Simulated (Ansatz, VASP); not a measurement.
**Cross-check of MoS2 between VASP and Ansatz**

One calculation is typed for both programs; each brings its own data sets. How far apart do they land? The structure shown comes from an earlier Ansatz run, which isn't shown and may have moved the atoms alone.

Program: Ansatz 0.2.0. Level of theory: plane waves, with VASP 6.6.1 beside it; elastic constants at PBEsol. Results are calculated unless marked as measured.

### Step 1. The structure

Symmetry: R3m, No. 160, trigonal system. Conventional cell: a = 3.143 Å, b = 3.143 Å, c = 18.846 Å, α = 90.00°, β = 90.00°, γ = 120.00°. Nearest to Mo lie 6 S at 2.39 Å. Nearest to S lie 3 Mo at 2.39 Å. S has 3 Mo at 2.39 Å nearest. Farther neighbours and most contacts between anions are not listed.

Coordinates:

```cif
data_structure
_symmetry_space_group_name_H-M 'R3m:H'
_symmetry_Int_Tables_number 160
_cell_length_a 3.1431
_cell_length_b 3.1431
_cell_length_c 18.8457
_cell_angle_alpha 90.000
_cell_angle_beta 90.000
_cell_angle_gamma 120.000
_cell_volume 161.24
loop_
_atom_site_label
_atom_site_type_symbol
_atom_site_symmetry_multiplicity
_atom_site_Wyckoff_symbol
_atom_site_fract_x
_atom_site_fract_y
_atom_site_fract_z
_atom_site_occupancy
Mo1 Mo 3 a 0.00000 0.00000 0.00010 1
S1 S 3 a 0.00000 0.00000 0.25077 1
S2 S 3 a 0.33333 0.66667 0.08279 1
```

### Step 2. Ansatz: elastic constants, PBEsol

Ansatz runs on its default PAW (the set named soft_2) files.

Elastic constants are differences of stresses under small strains, so they test the stress and the mesh.

input.yaml

```yaml
crystal:
  lattice:
    - [1.5715505542, 0.9073351355, 6.2819085045]
    - [-1.5715505542, 0.9073351355, 6.2819085045]
    - [0.0, -1.814670271, 6.2819085045]
  atoms:
    - { symbol: Mo, position: [0.0001015694, 0.0001015694, 0.0001015694] }
    - { symbol: S, position: [0.2507717944, 0.2507717944, 0.2507717944] }
    - { symbol: S, position: [0.4161266362, 0.4161266362, 0.4161266362] }
kpoints:
  mp_grid: { grid: [9, 9, 9] }
hamiltonian:
  xc: pbesol
scf:
  occupations: { method: gaussian, width: 0.02 }
output:
  forces: true
  stress: true
  eigenvalues: true
elastic:
  mode: relaxed_ion
  stencil: two_point
```

On the command line:

```bash
$ ansatz run input.yaml --threads 4 --pin off --max-ram 8192MiB --backend cpu --events-out ev --progress --plain --runs-dir out
```

Numbers of over 12 decimals in the logs are rounded to 6 here.

The log of the run:

```text
Engine: ansatz 0.2.0, x86_64-unknown-linux-gnu
Pseudopotentials: kind: paw
Pseudopotential: Mo, paw, valence charge 14, recommended cutoff 420 eV (normal), Mo.paw.azcp
Pseudopotential: S, paw, valence charge 6, recommended cutoff 420 eV (normal), S.paw.azcp
Functional definition: PBEsol
  exchange = pbesol_x
  correlation = pbesol_c
Crystal: 3 atoms, lattice volume = 53.745 Å³
Basis set: ecut = 420 eV, 1029 PW (Γ), exchange–correlation on 90×90×90 points (8 copies of the dense FFT grid, shifted against one another)
Bands: 17, of which v1, the nominal top of the filled ones, is band 13 counted from 1 (12 counted from 0)
Symmetry: 6 space group operations
Space group: R3m (ITA 160), of the structure as read, at distance tolerance 3.8e-5 Å
k-points: 85 of 729 (time reversal used)
Non-local potential: Mo, projectors of the file, l = 0: 3, l = 1: 2, l = 2: 2, l = 3: 1
Non-local potential: S, projectors of the file, l = 0: 2, l = 1: 2, l = 2: 2
PAW form: soft (Blöchl's): semilocal exchange-correlation on the pseudo side does not see the compensation charge
PAW frozen core: Mo, regenerated for the run's functional, and the local potential with it (the file was generated under x = pbe(κ = 0.804, μ = 0.219515), c = pbe(β = 0.066725))
PAW frozen core: S, regenerated for the run's functional, and the local potential with it (the file was generated under x = pbe(κ = 0.804, μ = 0.219515), c = pbe(β = 0.066725))
PAW one-centre angular grid: Mo, 590 points (default); XC on 64 Gauss nodes
PAW one-centre angular grid: S, 110 points (default); XC on 64 Gauss nodes
Initial density: superposition of atomic densities (neutral atoms: chi_scale 0, normalization atom), corrected by the library's trained network
Initial wavefunctions: pseudopotential atomic-orbital guess
Functional: x = pbesol(κ = 0.804, μ = 0.123457), c = pbesol(β = 0.046)
SCF iter   1: F=—  HF=-6670.165974 eV  |F-HF|=—  |Δ(HF+E_count)|=         —  Δρ=6.78e-3  dr2=1.98e-2  ethr=1.77e-3  ⟨swp⟩=6.0  Hψ=8169  notcnv=0
preconditioner: auto → none  [insulator: Δε(μ)=1.097 eV  Ē_g=8.213 eV  σ=0.020 eV  W_gap=1.00  n_scr=16 (ndim 8)  ℏωp=21.5 eV  f_vac=0.021  D(μ)=0.00/eV (n_scr^D=0)  ε∞_Penn≈7.8]
SCF iter   2: F=—  HF=-6670.173955 eV  |F-HF|=—  |Δ(HF+E_count)|=   7.98e-3  Δρ=6.30e-3  dr2=5.42e-2  ethr=7.60e-5  ⟨swp⟩=3.1  Hψ=3225  notcnv=0
SCF iter   3: F=—  HF=-6670.168282 eV  |F-HF|=—  |Δ(HF+E_count)|=   5.67e-3  Δρ=3.28e-3  dr2=1.01e-2  ethr=7.60e-5  ⟨swp⟩=3.0  Hψ=2539  notcnv=0
SCF iter   4: F=—  HF=-6670.167821 eV  |F-HF|=—  |Δ(HF+E_count)|=   4.60e-4  Δρ=1.13e-3  dr2=5.90e-4  ethr=3.88e-5  ⟨swp⟩=2.1  Hψ=1863  notcnv=0
SCF iter   5: F=—  HF=-6670.167958 eV  |F-HF|=—  |Δ(HF+E_count)|=   1.37e-4  Δρ=4.00e-4  dr2=2.23e-4  ethr=2.27e-6  ⟨swp⟩=2.0  Hψ=1914  notcnv=0
SCF iter   6: F=—  HF=-6670.167932 eV  |F-HF|=—  |Δ(HF+E_count)|=   2.59e-5  Δρ=8.26e-5  dr2=1.21e-6  ethr=8.56e-7  ⟨swp⟩=2.3  Hψ=1983  notcnv=0
SCF iter   7: F=—  HF=-6670.167893 eV  |F-HF|=—  |Δ(HF+E_count)|=   3.85e-5  Δρ=2.26e-5  dr2=1.11e-7  ethr=4.66e-9  ⟨swp⟩=2.0  Hψ=2204  notcnv=0
SCF iter   8: F=—  HF=-6670.167894 eV  |F-HF|=—  |Δ(HF+E_count)|=   1.55e-7  Δρ=4.19e-6  dr2=6.10e-9  ethr=4.25e-10  ⟨swp⟩=2.0  Hψ=2154  notcnv=0
SCF iter   9: F=—  HF=-6670.167894 eV  |F-HF|=—  |Δ(HF+E_count)|=   5.02e-9  Δρ=1.15e-6  dr2=3.44e-10  ethr=2.34e-11  ⟨swp⟩=2.1  Hψ=2185  notcnv=0
SCF iter  10: F=—  HF=-6670.167894 eV  |F-HF|=—  |Δ(HF+E_count)|=  9.28e-10  Δρ=2.26e-7  dr2=1.28e-11  ethr=1.32e-12  ⟨swp⟩=2.1  Hψ=2225  notcnv=0
SCF iter  11: F=—  HF=-6670.167894 eV  |F-HF|=—  |Δ(HF+E_count)|=  5.37e-11  Δρ=3.68e-8  dr2=5.46e-13  ethr=4.94e-14 (applied; sched 1.00e-12)  ⟨swp⟩=2.0  Hψ=2286  notcnv=0
SCF iter  12: F=—  HF=-6670.167894 eV  |F-HF|=—  |Δ(HF+E_count)|=  1.82e-12  Δρ=1.17e-8  dr2=1.48e-13  ethr=1.00e-12  ⟨swp⟩=5.0  Hψ=5599  notcnv=0
SCF iter  13: F=—  HF=-6670.167894 eV  |F-HF|=—  |Δ(HF+E_count)|=    0.00e0  Δρ=1.37e-8  dr2=2.97e-13  ethr=1.00e-12  ⟨swp⟩=4.8  Hψ=4940  notcnv=0
SCF iter  14: F=-6670.167894 eV  HF=-6670.167894 eV  |F-HF|=9.09e-13  |Δ(HF+E_count)|=  9.09e-13  Δρ=3.02e-9  dr2=1.52e-14  ethr=1.00e-12  ⟨swp⟩=3.0  Hψ=5021  notcnv=0
SCF 1 converged in 14 iterations: F = -6670.167894 eV  dr2 = 1.52e-14
  greatest PAW one-centre occupation: 0.999 electrons in one spin orbital (limit 2), on the Mo atom at site 0 (counted from 0), in its partial waves of l = 0
relax step   1: F+E_penalty+E_count = -6670.16789357 eV  Δ(F+E_penalty+E_count) = +0.000e0 eV  max|allowed force component| = 2.287e-4 eV/Å  Δτ_max = 0.0000 Å  (14 SCF iters, accepted)
[...]
relax step   2: F+E_penalty+E_count = -6670.16788677 eV  Δ(F+E_penalty+E_count) = -8.834e-5 eV  max|allowed force component| = 2.723e-4 eV/Å  Δτ_max = 0.0030 Å  (9 SCF iters, accepted)
[...]
relax step   3: F+E_penalty+E_count = -6670.16788677 eV  Δ(F+E_penalty+E_count) = -4.117e-9 eV  max|allowed force component| = 2.595e-5 eV/Å  Δτ_max = 0.0000 Å  (7 SCF iters, accepted)
iter 1 solved again at ethr=1.00e-12 eV; its pass at ethr=3.10e-3 eV (dr2=2.15e-11 eV) is discarded
SCF iter   1: F=—  HF=-6670.167877 eV  |F-HF|=—  |Δ(HF+E_count)|=         —  Δρ=3.57e-7  dr2=2.15e-11  ethr=1.00e-12  ⟨swp⟩=2.1  Hψ=20298  notcnv=0
SCF iter   2: F=—  HF=-6670.167887 eV  |F-HF|=—  |Δ(HF+E_count)|=   1.01e-5  Δρ=2.05e-7  dr2=1.40e-11  ethr=8.26e-14 (applied; sched 1.00e-12)  ⟨swp⟩=3.0  Hψ=7905  notcnv=0
SCF iter   3: F=—  HF=-6670.167887 eV  |F-HF|=—  |Δ(HF+E_count)|=  2.73e-12  Δρ=1.33e-7  dr2=5.30e-12  ethr=5.40e-14 (applied; sched 1.00e-12)  ⟨swp⟩=2.6  Hψ=4998  notcnv=0
SCF iter   4: F=—  HF=-6670.167887 eV  |F-HF|=—  |Δ(HF+E_count)|=    0.00e0  Δρ=1.10e-7  dr2=2.30e-12  ethr=2.04e-14 (applied; sched 1.00e-12)  ⟨swp⟩=1.3  Hψ=3651  notcnv=0
SCF iter   5: F=—  HF=-6670.167887 eV  |F-HF|=—  |Δ(HF+E_count)|=  9.09e-13  Δρ=7.50e-8  dr2=9.81e-13  ethr=8.85e-15 (applied; sched 1.00e-12)  ⟨swp⟩=1.0  Hψ=3485  notcnv=0
SCF iter   6: F=—  HF=-6670.167887 eV  |F-HF|=—  |Δ(HF+E_count)|=  1.82e-12  Δρ=5.92e-8  dr2=5.94e-13  ethr=3.77e-15 (applied; sched 1.00e-12)  ⟨swp⟩=1.0  Hψ=3485  notcnv=0
SCF iter   7: F=—  HF=-6670.167887 eV  |F-HF|=—  |Δ(HF+E_count)|=  3.64e-12  Δρ=3.91e-8  dr2=2.54e-13  ethr=2.28e-15 (applied; sched 1.00e-12)  ⟨swp⟩=1.0  Hψ=3485  notcnv=0
SCF iter   8: F=—  HF=-6670.167887 eV  |F-HF|=—  |Δ(HF+E_count)|=    0.00e0  Δρ=2.62e-8  dr2=1.15e-13  ethr=9.78e-16 (applied; sched 1.00e-12)  ⟨swp⟩=1.0  Hψ=3485  notcnv=0
SCF iter   9: F=-6670.167887 eV  HF=-6670.167887 eV  |F-HF|=0.00e0  |Δ(HF+E_count)|=    0.00e0  Δρ=1.75e-8  dr2=5.11e-14  ethr=1.00e-12  ⟨swp⟩=3.6  Hψ=9143  notcnv=0
SCF 29 converged in 9 iterations: F = -6670.167887 eV  dr2 = 5.11e-14
SCF converged after 10 iterations
Free energy (F): -6670.167894 eV
Harris-Foulkes:  -6670.167894 eV  (|F-HF|=3.64e-12)
Internal energy: -6670.167894 eV  (E = F + TS)
E sigma→0 (E₀):  -6670.167894 eV
Fermi energy:    11.213630 eV
--- Per-component energies (eV) ---
  E_band       = -160.258727
  E_kinetic    = 656.659567
  E_local      = -2058.271025  (includes V_loc(G=0)·N_el)
  E_nonlocal   = 201.443067
  E_hartree    = 799.711353
  E_xc         = -375.824534
  E_vxc        = -404.770676  (∫ρ·V_xc dr)
  E_paw        = -4311.917254  (= ΣΔE_a)
  E_vpaw       = -154.742396  (= ΣTr[D̂ρ^β])
  E_aug_tail   = 0.000030  (compensation charges beyond the density's cutoff)
  E_ewald      = -1582.302296
  E_core_change = 0.333198  (= ΣΔE_core)
  E_smearing   = -0.000000  (= −TS)
  E_closure    = -0.000000  (closes the sum)
  Σ components = -6670.167894   (vs F -6670.167894, Δ=0.00e0)
--- Forces (eV/Å), atoms counted from 1 ---
  atom   1  Mo    -0.00000000     0.00000000     0.00000027
  atom   2  S     -0.00000000     0.00000000     0.00000001
  atom   3  S      0.00000000    -0.00000000    -0.00000033
  max |Σ_I F_I| component: 4.81e-8 eV/Å
--- Stress (GPa, compression-positive) ---
       -0.000053       0.000000       0.000000
        0.000000      -0.000053       0.000000
        0.000000       0.000000       0.007409
  P = ⅓ Tr σ = 0.0024 GPa (0.024 kbar)
--- Band table (eV; the first three rows and the last of 85) ---
  k-point 0: bands = [... 9 lower, 8.5815, 8.5815, 9.3565, 9.5216, 12.9009, 12.9009, 13.2694, 13.2694]
  k-point 1: bands = [... 9 lower, 7.8798, 8.2866, 9.4565, 9.6995, 12.6638, 12.7984, 13.0605, 13.2175]
  k-point 2: bands = [... 9 lower, 7.6898, 8.1771, 9.2102, 9.3684, 12.0021, 12.6781, 13.2003, 13.7808]
  k-point 84: bands = [... 9 lower, 7.6306, 8.3107, 8.7113, 10.3690, 12.7326, 12.9449, 12.9516, 13.3025]
--- Elastic constants: 3 strain directions × 2 members + reference (group order 6) ---
  dense FFT box of the reference and of every strained cell: 45×45×45
  strains applied: 11, 33, 23; error gains: componentwise 1.00 (the most a stress slope's error grows in a printed constant), spectral 1.41 (1 for all six strains in a standard setting)
  reference relaxed by the batch: 3 steps; max|allowed force component| 2.29e-4 eV/Å at the deck's positions, 2.86e-7 at the last accepted step, 3.12e-7 by the solve of record
  largest displacement 7.3e-6 Å; the constants are those of the deck's cell at these positions:
  atoms:
    - { symbol: Mo, position: [0.000101308, 0.000101308, 0.000101308] }
    - { symbol: S, position: [0.250772, 0.250772, 0.250772] }
    - { symbol: S, position: [0.416127, 0.416127, 0.416127] }
  C = ∂σ_k/∂η_j (tension-positive GPa; Voigt order 11 22 33 23 13 12):
       225.000     54.324      6.773      2.350     -0.000     -0.000
        54.324    225.000      6.773     -2.350      0.000      0.000
         6.782      6.782     17.615      0.000     -0.000     -0.000
         2.351     -2.351      0.000     10.181      0.000      0.000
        -0.000      0.000      0.000      0.000     10.181      2.351
         0.000     -0.000      0.000     -0.000      2.350     85.338
  reference stress σ⁰ (GPa):      0.000      0.000     -0.007     -0.000     -0.000     -0.000
  C* (energy form; C + prestress term) asymmetry max|C*_kj − C*_jk| = 1.841e-3 GPa — a small one proves nothing (zero by symmetry where the batch's group is 432, −43m or m−3m); a large one is finite-difference/SCF noise where every solve meets its electron count
  moduli (Voigt/Reuss/Hill, GPa): K = 67.04/16.80/41.92   G = 47.79/16.42/32.10   E = 76.72   ν = 0.195
  mechanically stable: yes (min eigenvalue of sym C = 10.11 GPa)
  strain η (Voigt 11):  stress-route row diagonal C_11 = 225.00 GPa, energy-path curvature d²(F+E_count+ΔE)/dδ²/Ω₀ = 224.98 GPa
         δ    σ_11 (GPa)             F (eV)   n_scf  n_hpsi   n_pw
    -2.000e-3      -0.4535       -6670.1677428       9   61822   1062   relax 4 steps, max|allowed force component| 2.67e-6 eV/Å
     2.000e-3       0.4465       -6670.1677435       8   58989   1066   relax 3 steps, max|allowed force component| 8.28e-6 eV/Å
  strain η (Voigt 33):  stress-route row diagonal C_33 = 17.62 GPa, energy-path curvature d²(F+E_count+ΔE)/dδ²/Ω₀ = 17.61 GPa
         δ    σ_33 (GPa)             F (eV)   n_scf  n_hpsi   n_pw
    -2.000e-3      -0.0436       -6670.1678768       8   24772   1060   relax 3 steps, max|allowed force component| 2.44e-5 eV/Å
     2.000e-3       0.0269       -6670.1678867       8   24149   1064   relax 3 steps, max|allowed force component| 2.29e-6 eV/Å
  strain η (Voigt 23):  stress-route row diagonal C_44 = 10.18 GPa, energy-path curvature d²(F+E_count+ΔE)/dδ²/Ω₀ = 10.19 GPa
         δ    σ_23 (GPa)             F (eV)   n_scf  n_hpsi   n_pw
    -2.000e-3      -0.0201       -6670.1678870       9   61716   1063   relax 3 steps, max|allowed force component| 3.78e-5 eV/Å
     2.000e-3       0.0206       -6670.1678868       9   61397   1063   relax 3 steps, max|allowed force component| 2.59e-5 eV/Å
```

In the SCF lines HF is the Harris–Foulkes energy and dr2 the Hartree energy of the density residual, in eV; the loop may stop once dr2 is under the threshold and the program's other checks hold. Hψ counts applications of the Hamiltonian.

(Continued in part 2 of 2.)

[Lines on the potential files, build, host, timing and source positions are cut from VASP's logs without a mark.]

[Logs are printed without paths, hosts, clocks, repeated set-up lines and the standing remarks that a program may print on its own settings, such as how far it seeks lower states.]

[Hosts, paths, dates, database ids (printed as entryN), source tags and the programs' standing remarks are cut or masked in the printed files.]
